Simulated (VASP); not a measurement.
Consider the following.

```
In2AsSb
1.0
    6.30075     0.00000     0.00000
    0.00000     6.30075     0.00000
    0.00000     0.00000     6.31289
In Sb As
4 2 2
Cartesian
  6.30075   0.00000   6.20862
  3.15037   3.15037   6.20862
  3.15037   0.00000   3.26072
  6.30075   3.15037   3.26072
  1.57519   1.57519   1.57822
  4.72556   4.72556   1.57822
  4.72556   1.57519   4.73467
  1.57519   4.72556   4.73467
```

The numbers are results of PBEsol GGA, VASP's PBE PAW potentials (set 64) (plane waves; VASP), not measurements. Settings: 400 eV cut-off, 6×6×6 Γ-centred mesh, tetrahedra with Blöchl corrections, potentials In_d Sb As.

Unless said otherwise, spin-orbit coupling is left out, though it shifts the bands of the heavy elements here.

Task: Predict the energy per atom (σ→0), band gap (on the k-mesh) with the smallest direct gap where there is one.

Result: 
The band gap (on the k-mesh) comes out as none (metal, semimetal or under 0.01 eV). The energy per atom (σ→0) is -4.026 eV/atom.

Only differences to runs with the same potentials and settings are physical.

The structure was generated: In4As2Sb2 was put into an ordered model structure (P-4m2), which need not be its known phase. It was relaxed first.
